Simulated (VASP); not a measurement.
These are PBE GGA, VASP's PBE PAW potentials (set 64) (plane waves; VASP) values and carry that method's errors.

The input files of a VASP run:

POSCAR:
```
Ni
1.0
  0.0000000000   1.7952000000   1.7952000000
  1.7952000000   0.0000000000   1.7952000000
  1.7952000000   1.7952000000   0.0000000000
Ni
1
Cartesian
  0.0000000000   0.0000000000   0.0000000000
```

**INCAR**
```
MAGMOM = 0.8
NELM = 100
GGA = PE   ! PBE
ISMEAR = 1
ISIF = 2
SIGMA = 0.1   ! width (eV)
ENCUT = 400   ! plane-wave cut-off (eV)
ISPIN = 2   ! spin-polarised
KSPACING = 0.2
LCHARG = .FALSE.
LORBIT = 10
ALGO = Normal   ! blocked Davidson
KGAMMA = .FALSE.
LMAXMIX = 4   ! l cut-off of mixed one-centre charges
EDIFF = 1E-6   ! SCF stop (eV)
LASPH = .TRUE.   ! aspherical one-centre terms
LWAVE = .FALSE.
SYSTEM = Ni
PREC = Accurate
LREAL = .FALSE.
```

POTCAR, in this order: Ni (PBE.64 set). Program: vasp_std.

### Question
What will the output report for the number of irreducible k-points (NKPTS), number of bands (NBANDS), largest plane-wave count, number of space-group operations, FFT grid (NGX, NGY, NGZ)?

### Answer

- number of irreducible k-points (NKPTS): 408
- number of bands (NBANDS): 9
- largest plane-wave count: 219
- number of space-group operations: 48
- FFT grid (NGX, NGY, NGZ): 18 × 18 × 18

The compound is Ni in the fcc structure. The cell was not relaxed at this level. The run is one of a series of settings (KGAMMA = .FALSE., KSPACING = 0.2, KPOINTS file removed against the base run), some of them coarse on purpose.
